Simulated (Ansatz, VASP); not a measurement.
Two plane-wave programs on LaTl

```
La Tl
1.0
     3.87846    0.00000    0.00000
     0.00000    3.87846    0.00000
     0.00000    0.00000    3.87846
La Tl
1 1
Direct
  0.00000 0.00000 0.00000
  0.50000 0.50000 0.50000
```

Alike in both runs: functional LDA; k mesh 10 × 10 × 10; occupations gaussian, width 0.1 eV; no spin polarisation.

Ansatz relaxed the structure, and its values are those at the end. VASP's run is a single point on that final structure, the one shown.

```csv
,VASP,Ansatz
version,VASP 6.6.1,Ansatz 0.2.0
potentials or method,"VASP PAW LDA potentials, release 64 (La, Tl_d)","scalar-relativistic, plane waves, PAW"
plane-wave cutoff (eV),520,420
valence electrons in the cell,24,24
```

|  | VASP | Ansatz | Ansatz less VASP |
| --- | --- | --- | --- |
| gap on the k mesh at the Fermi level (eV) | none | none | - |
| pressure (GPa) | 0.0 | 0.0 | -0.04 |

A gap of «none» marks a metal or a gap that the smearing closes.

The runs have no spin-orbit coupling, so splittings on La, Tl are missing.
